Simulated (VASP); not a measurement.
Level of theory: vdW-DF2, VASP's PBE PAW potentials (set 64) (plane waves; VASP).

Input for VASP

File POSCAR:
```
PtSe2
1
    1.9390619291    -3.3585540520    -0.0000000000
    1.9390619291     3.3585540520     0.0000000000
    0.0000000000     0.0000000000     5.6503956434
Pt Se
1 2
Direct
  0.0000000000   0.0000000000   0.0000000000
  0.3333330000   0.6666670000   0.2415292768
  0.6666670000   0.3333330000   0.7584707232
```

**INCAR**
```
LUSE_VDW = .TRUE.
AGGAC = 0.0
GGA = ML
LREAL = .FALSE.
SIGMA = 0.05   # width (eV)
ENCUT = 520   # plane-wave cut-off (eV)
ISMEAR = 0   # Gaussian
ALGO = Normal   # blocked Davidson
LASPH = .TRUE.   # aspherical one-centre terms
LWAVE = .FALSE.
LCHARG = .FALSE.
ICHARG = 11
LORBIT = 11   # lm-projected
ZAB_VDW = -1.8867
PREC = Accurate
LMAXMIX = 6   # l cut-off of mixed one-centre charges
EDIFF = 1E-7   # SCF stop (eV)
SYSTEM = PtSe2
NELM = 100
```

**KPOINTS**
```
k-points along high-symmetry lines
10
Line-mode
Reciprocal
  0.000000   0.000000   0.000000 ! GAMMA
  0.500000  -0.000000   0.000000 ! M

  0.500000  -0.000000   0.000000 ! M
  0.333333   0.333333   0.000000 ! K

  0.333333   0.333333   0.000000 ! K
  0.000000   0.000000   0.000000 ! GAMMA

  0.000000   0.000000   0.000000 ! GAMMA
  0.000000   0.000000   0.500000 ! A

  0.000000   0.000000   0.500000 ! A
  0.500000  -0.000000   0.500000 ! L

  0.500000  -0.000000   0.500000 ! L
  0.333333   0.333333   0.500000 ! H

  0.333333   0.333333   0.500000 ! H
  0.000000   0.000000   0.500000 ! A

  0.500000  -0.000000   0.500000 ! L
  0.500000  -0.000000   0.000000 ! M

  0.333333   0.333333   0.500000 ! H
  0.333333   0.333333   0.000000 ! K
```

POTCAR, in this order: Pt Se (PBE.64 set). Program: vasp_std. Read from the step before: CHGCAR.

Output

OSZICAR:
```
       N       E                     dE             d eps       ncg     rms          rms(c)
DAV:   1     0.123867197579E+03    0.12387E+03   -0.98920E+03  2732   0.126E+03
DAV:   2    -0.154411721899E+01   -0.12541E+03   -0.12254E+03  3519   0.231E+02
DAV:   3    -0.674320274855E+01   -0.51991E+01   -0.51355E+01  3288   0.497E+01
DAV:   4    -0.679050300041E+01   -0.47300E-01   -0.47289E-01  3274   0.518E+00
DAV:   5    -0.679123536531E+01   -0.73236E-03   -0.73236E-03  3347   0.607E-01
DAV:   6    -0.679125703477E+01   -0.21669E-04   -0.21670E-04  3443   0.999E-02
DAV:   7    -0.679125782053E+01   -0.78576E-06   -0.78588E-06  3334   0.178E-02
DAV:   8    -0.679125785057E+01   -0.30039E-07   -0.30180E-07  3317   0.344E-03
   1 F= -.67912579E+01 E0= -.67904324E+01  d E =-.165083E-02
```

File OUTCAR:
```
 val. band max:        4.2945152195   @ k =   0.0000   0.0000   0.0000

 cond. band min:       4.3544800147   @ k =   0.2963   0.2963   0.0000



 k-point     1 :       0.0000    0.0000    0.0000
  band No.  band energies     occupation
      1     -10.0828      2.00000
      2      -8.4203      2.00000
      3      -1.5115      2.00000
      4      -0.8765      2.00000
      5      -0.8765      2.00000
      6       1.0550      2.00000
      7       1.0550      2.00000
      8       2.0475      2.00000
      9       3.4499      2.00000
     10       3.4500      2.00000
     11       4.2945      1.61972
     12       5.6434      0.00000
     13       5.6434      0.00000
     14       7.4181      0.00000
     15       8.6777      0.00000

 k-point     2 :       0.0556    0.0000    0.0000
  band No.  band energies     occupation
      1     -10.0570      2.00000
      2      -8.4247      2.00000
      3      -1.4766      2.00000
      4      -0.8662      2.00000
      5      -0.8597      2.00000
      6       1.0196      2.00000
      7       1.0340      2.00000
      8       1.9908      2.00000
      9       3.3270      2.00000
     10       3.4356      2.00000
     11       4.2633      1.92145
     12       5.5467      0.00000
     13       5.6334      0.00000
     14       7.6165      0.00000
     15       8.8790      0.00000

 k-point     3 :       0.1111    0.0000    0.0000
  band No.  band energies     occupation
      1      -9.9810      2.00000
      2      -8.4380      2.00000
      3      -1.3746      2.00000
      4      -0.8329      2.00000
      5      -0.8113      2.00000
      6       0.8933      2.00000
      7       0.9793      2.00000
      8       1.8258      2.00000
      9       3.0763      2.00000
     10       3.3812      2.00000
     11       4.1269      2.00000
     12       5.3668      0.00000
     13       5.6177      0.00000
     14       8.1175      0.00000
     15       9.3452      0.00000

...
```

The density is held fixed in this step, so its total energy and stress have no physical meaning. Unless said otherwise, spin-orbit coupling is left out, though it shifts the bands of the heavy elements here.

The compound is PtSe2 in the 1T layered structure. It was relaxed first, which changed the volume by +20 %.
